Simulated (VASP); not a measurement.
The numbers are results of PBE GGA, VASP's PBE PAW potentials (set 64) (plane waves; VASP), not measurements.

The input files of a VASP run:

File KPOINTS:
```
kpoints
0
gamma
7 7 1
```

### INCAR
```
ALGO  =  Normal
EDIFF  =  1E-6
ENCUT  =  300
GGA  =  PE
ISIF  =  2
ISMEAR  =  0
ISYM  =  0
LASPH  =  T
LCHARG  =  F
LMAXMIX  =  4
LREAL  =  Auto
LWAVE  =  F
NELM  =  100
PREC  =  Accurate
SIGMA  =  0.01
SYSTEM  =  ZnS
```

File POSCAR:
```
ZnS
1.0
  3.8074800000   0.0000000000   0.0000000000
 -1.9037400000   3.2973740000   0.0000000000
  0.0000000000   0.0000000000  43.5957300000
Zn S
14 14
Cartesian
  1.9037419037   1.0991235675   3.1170946950
 -0.0000019037   2.1982504325  24.9149596950
  0.0000000000   0.0000000000  28.0276948170
  0.0000000000   0.0000000000   6.2298298170
 -0.0000019037   2.1982504325  34.2531650610
  1.9037419037   1.0991235675  12.4553000610
  0.0000000000   0.0000000000  15.5723947560
  0.0000000000   0.0000000000  37.3702597560
  1.9037419037   1.0991235675  40.4829948780
 -0.0000019037   2.1982504325  18.6851298780
 -0.0000019037   2.1982504325   9.3425649390
  1.9037419037   1.0991235675  31.1404299390
 -0.0000019037   2.1982504325   0.0000000000
  1.9037419037   1.0991235675  21.7978650000
 -0.0000019037   2.1982504325  21.0131418600
  1.9037419037   1.0991235675  42.8110068600
 -0.0000019037   2.1982504325   2.3367311280
  1.9037419037   1.0991235675  24.1345961280
  1.9037419037   1.0991235675  14.7920311890
 -0.0000019037   2.1982504325  36.5898961890
  0.0000000000   0.0000000000  17.9047663110
  0.0000000000   0.0000000000  39.7026313110
  1.9037419037   1.0991235675  33.4728014940
 -0.0000019037   2.1982504325  11.6749364940
  0.0000000000   0.0000000000   8.5622013720
  0.0000000000   0.0000000000  30.3600663720
  1.9037419037   1.0991235675   5.4494662500
 -0.0000019037   2.1982504325  27.2473312500
```

POTCAR, in this order: Zn S (PBE.64 set). Program: vasp_std.

The run wrote:

### OUTCAR
```
 ion  position               nearest neighbor table
   1  0.667  0.333  0.072-  27 2.33  17 2.33  17 2.33  17 2.33
   2  0.333  0.667  0.572-  28 2.33  18 2.33  18 2.33  18 2.33
   3  0.000  0.000  0.643-  26 2.33  28 2.33  28 2.33  28 2.33
   4  0.000  0.000  0.143-  25 2.33  27 2.33  27 2.33  27 2.33
   5  0.333  0.667  0.786-  23 2.33  23 2.33  23 2.33  20 2.34
   6  0.667  0.333  0.286-  24 2.33  24 2.33  24 2.33  19 2.34
   7  0.000  0.000  0.357-  21 2.33  19 2.33  19 2.33  19 2.33
   8  0.000  0.000  0.857-  22 2.33  20 2.33  20 2.33  20 2.33
   9  0.667  0.333  0.929-  16 2.33  22 2.33  22 2.33  22 2.33
  10  0.333  0.667  0.429-  15 2.33  21 2.33  21 2.33  21 2.33
  11  0.333  0.667  0.214-  24 2.33  25 2.33  25 2.33  25 2.33
  12  0.667  0.333  0.714-  23 2.33  26 2.33  26 2.33  26 2.33
  13  0.333  0.667  0.000-  16 2.33  16 2.33  16 2.33  17 2.34
  14  0.667  0.333  0.500-  15 2.33  15 2.33  15 2.33  18 2.34
  15  0.333  0.667  0.482-  10 2.33  14 2.33  14 2.33  14 2.33
  16  0.667  0.333  0.982-   9 2.33  13 2.33  13 2.33  13 2.33
  17  0.333  0.667  0.054-   1 2.33   1 2.33   1 2.33  13 2.34
  18  0.667  0.333  0.554-   2 2.33   2 2.33   2 2.33  14 2.34
  19  0.667  0.333  0.339-   7 2.33   7 2.33   7 2.33   6 2.34
  20  0.333  0.667  0.839-   8 2.33   8 2.33   8 2.33   5 2.34
  21  0.000  0.000  0.411-   7 2.33  10 2.33  10 2.33  10 2.33
  22  0.000  0.000  0.911-   8 2.33   9 2.33   9 2.33   9 2.33
  23  0.667  0.333  0.768-  12 2.33   5 2.33   5 2.33   5 2.33
  24  0.333  0.667  0.268-  11 2.33   6 2.33   6 2.33   6 2.33
  25  0.000  0.000  0.196-   4 2.33  11 2.33  11 2.33  11 2.33
  26  0.000  0.000  0.696-   3 2.33  12 2.33  12 2.33  12 2.33
  27  0.667  0.333  0.125-   1 2.33   4 2.33   4 2.33   4 2.33
  28  0.333  0.667  0.625-   2 2.33   3 2.33   3 2.33   3 2.33
 Subroutine IBZKPT returns following result:
 Found     25 irreducible k-points:

 Following reciprocal coordinates:
            Coordinates               Weight
  0.000000  0.000000  0.000000      1.000000
  0.142857  0.000000  0.000000      2.000000
  0.000000  0.142857  0.000000      2.000000
 -0.142857  0.142857  0.000000      2.000000
  0.285714  0.000000  0.000000      2.000000
  0.000000  0.285714  0.000000      2.000000
...
```

**OSZICAR**
```
       N       E                     dE             d eps       ncg     rms          rms(c)
DAV:   1     0.186288343938E+04    0.18629E+04   -0.80748E+04  7566   0.137E+03
DAV:   2     0.213766326862E+03   -0.16491E+04   -0.15748E+04  7558   0.369E+02
DAV:   3    -0.823605591865E+02   -0.29613E+03   -0.28805E+03  8270   0.146E+02
DAV:   4    -0.101274800575E+03   -0.18914E+02   -0.18772E+02  8653   0.387E+01
DAV:   5    -0.101691628579E+03   -0.41683E+00   -0.41577E+00  8732   0.583E+00    0.274E+01
DAV:   6    -0.955229201524E+02    0.61687E+01   -0.12259E+01 11078   0.415E+01    0.205E+01
DAV:   7    -0.965008821550E+02   -0.97796E+00   -0.24346E+01  8556   0.101E+01    0.688E+00
DAV:   8    -0.958196570743E+02    0.68123E+00   -0.20574E+00  9324   0.697E+00    0.294E+00
DAV:   9    -0.957407477844E+02    0.78909E-01   -0.85140E-01  9436   0.366E+00    0.846E-01
DAV:  10    -0.957412840689E+02   -0.53628E-03   -0.35786E-02  9092   0.177E+00    0.728E-01
DAV:  11    -0.957417848637E+02   -0.50079E-03   -0.48550E-03  8636   0.231E-01    0.695E-01
DAV:  12    -0.957460953655E+02   -0.43105E-02   -0.12542E-02 10532   0.791E-01    0.410E-01
DAV:  13    -0.957445329871E+02    0.15624E-02   -0.42544E-03  8572   0.417E-01    0.448E-01
DAV:  14    -0.957435210474E+02    0.10119E-02   -0.18395E-03 10828   0.293E-01    0.252E-01
DAV:  15    -0.957435724356E+02   -0.51388E-04   -0.43976E-04  8532   0.755E-02    0.224E-01
DAV:  16    -0.957435672552E+02    0.51804E-05   -0.38794E-06  6972   0.240E-02    0.219E-01
DAV:  17    -0.957433312639E+02    0.23599E-03   -0.15039E-04 11044   0.104E-01    0.161E-01
DAV:  18    -0.957431547929E+02    0.17647E-03   -0.33453E-04 11372   0.133E-01    0.773E-02
DAV:  19    -0.957431607767E+02   -0.59838E-05   -0.12297E-04  8452   0.410E-02    0.571E-02
DAV:  20    -0.957431600674E+02    0.70927E-06   -0.33268E-06  6700   0.728E-03
   1 F= -.95743160E+02 E0= -.95743160E+02  d E =-.806254E-33
```

### OUTCAR
```
------------------------ aborting loop because EDIFF is reached ----------------------------------------
  FORCE on cell =-STRESS in cart. coord.  units (eV):
  Direction    XX          YY          ZZ          XY          YZ          ZX
  --------------------------------------------------------------------------------------
  Total        7.9124913      7.9122829      7.6872775     -0.0003131     -0.0000616     -0.0000257
  in kB       23.1618921     23.1612821     22.5026336     -0.0009165     -0.0001803     -0.0000753
  external PRESSURE =      22.9419359 kB  Pullay stress =       0.0000000 kB
  volume of cell :      547.33
      direct lattice vectors                 reciprocal lattice vectors
     3.807480000  0.000000000  0.000000000     0.262640907  0.151635817  0.000000000
    -1.903740000  3.297374000  0.000000000     0.000000000  0.303271634  0.000000000
     0.000000000  0.000000000 43.595730000     0.000000000  0.000000000  0.022938026
  FREE ENERGIE OF THE ION-ELECTRON SYSTEM (eV)
  ---------------------------------------------------
  free  energy   TOTEN  =       -95.7431600674 eV

  energy  without entropy=      -95.7431600674  energy(sigma->0) =      -95.74316007
```
(Selected blocks of OUTCAR.)

### OUTCAR
```
 val. band max:        2.2046065621   @ k =   0.0000   0.0000   0.0000

 cond. band min:       4.3581013218   @ k =   0.0000   0.0000   0.0000


 Fermi energy:         2.2869614251

 k-point     1 :       0.0000    0.0000    0.0000
  band No.  band energies     occupation
      1     -11.0129      2.00000
      2     -10.9742      2.00000
      3     -10.9725      2.00000
      4     -10.8635      2.00000
      5     -10.8551      2.00000
      6     -10.6875      2.00000
      7     -10.6835      2.00000
      8     -10.4805      2.00000
      9     -10.4757      2.00000
     10     -10.2784      2.00000
     11     -10.2727      2.00000
     12     -10.1261      2.00000
     13     -10.1238      2.00000
     14     -10.0688      2.00000
     15      -4.1664      2.00000
     16      -4.1658      2.00000
     17      -4.1631      2.00000
     18      -4.1624      2.00000
     19      -4.1593      2.00000
     20      -4.1593      2.00000
     21      -4.1567      2.00000
     22      -4.1559      2.00000
     23      -4.1559      2.00000
     24      -4.1481      2.00000
     25      -4.1481      2.00000
     26      -4.1462      2.00000
     27      -4.1394      2.00000
     28      -4.1377      2.00000
     29      -4.1377      2.00000
     30      -4.1278      2.00000
     31      -4.1278      2.00000
     32      -4.1119      2.00000
     33      -4.1119      2.00000
     34      -4.1026      2.00000
     35      -4.1026      2.00000
     36      -4.0871      2.00000
     37      -4.0848      2.00000
     38      -4.0848      2.00000
     39      -4.0822      2.00000
     40      -4.0788      2.00000
     41      -4.0788      2.00000
     42      -4.0650      2.00000
     43      -4.0650      2.00000
     44      -4.0576      2.00000
     45      -4.0576      2.00000
     46      -4.0492      2.00000
     47      -4.0492      2.00000
     48      -4.0482      2.00000
     49      -4.0482      2.00000
     50      -4.0449      2.00000
     51      -4.0449      2.00000
...
```

At this cut-off the stress carries a Pulay error, which pulls relaxed volumes low.

The structure comes from a computed database's ZnS entry; how it stands against other phases isn't given here. The cell was not relaxed at this level. The run is one of a series of settings (ISYM = 0 against the base run), some of them coarse on purpose.
